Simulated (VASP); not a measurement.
OSZICAR of a VASP run on Co (a trial cell in the simple-cubic structure, space group Pm-3m):

OSZICAR:
```
       N       E                     dE             d eps       ncg     rms          rms(c)
DAV:   1     0.211311514541E+02    0.21131E+02   -0.37108E+03  4896   0.909E+02
DAV:   2    -0.464726136296E+01   -0.25778E+02   -0.24824E+02  4916   0.136E+02
DAV:   3    -0.519317161403E+01   -0.54591E+00   -0.54232E+00  5444   0.244E+01
DAV:   4    -0.520012462419E+01   -0.69530E-02   -0.69498E-02  5788   0.249E+00
DAV:   5    -0.520032829339E+01   -0.20367E-03   -0.20366E-03  5758   0.372E-01    0.185E+01
DAV:   6    -0.604415894447E+01   -0.84383E+00   -0.13053E+01  5256   0.502E+01    0.790E+00
DAV:   7    -0.600653399280E+01    0.37625E-01   -0.22170E+00  5278   0.197E+01    0.124E+00
DAV:   8    -0.599292682430E+01    0.13607E-01   -0.22891E-02  6474   0.169E+00    0.742E-01
DAV:   9    -0.599199964192E+01    0.92718E-03   -0.15248E-03  6044   0.326E-01    0.185E-01
DAV:  10    -0.599168570531E+01    0.31394E-03   -0.30158E-04  6244   0.125E-01    0.318E-02
DAV:  11    -0.599168979164E+01   -0.40863E-05   -0.13768E-05  5470   0.303E-02    0.225E-02
DAV:  12    -0.599168831145E+01    0.14802E-05   -0.90662E-07  4070   0.817E-03    0.535E-03
DAV:  13    -0.599168846956E+01   -0.15811E-06   -0.55620E-07  2600   0.581E-03
   1 F= -.59916885E+01 E0= -.59916303E+01  d E =-.174561E-03  mag=     0.0000
```

Q: Which electronic solver shows in the log?

A: It is blocked Davidson (ALGO = Normal, or the opening steps of other solvers). The INCAR had ALGO = Normal.

Q: How was spin treated?

A: Collinear spin (ISPIN = 2): the summary line carries one mag value, 0.00 μB in the cell.

Q: Can the final energy be trusted as converged?

A: The run converged. It stopped with EDIFF = 1E-6, NELM = 100 (PBE GGA, plane waves, VASP's PBE PAW potentials (set 64)).

The structure was generated: Co was put into the simple-cubic type (Pm-3m), which need not be its known phase. The cell was not relaxed at this level. The run is one of a series of settings (NUPDOWN = 0 against the base run), some of them coarse on purpose. The total moment is imposed (NUPDOWN), so this need not be the lowest spin state.
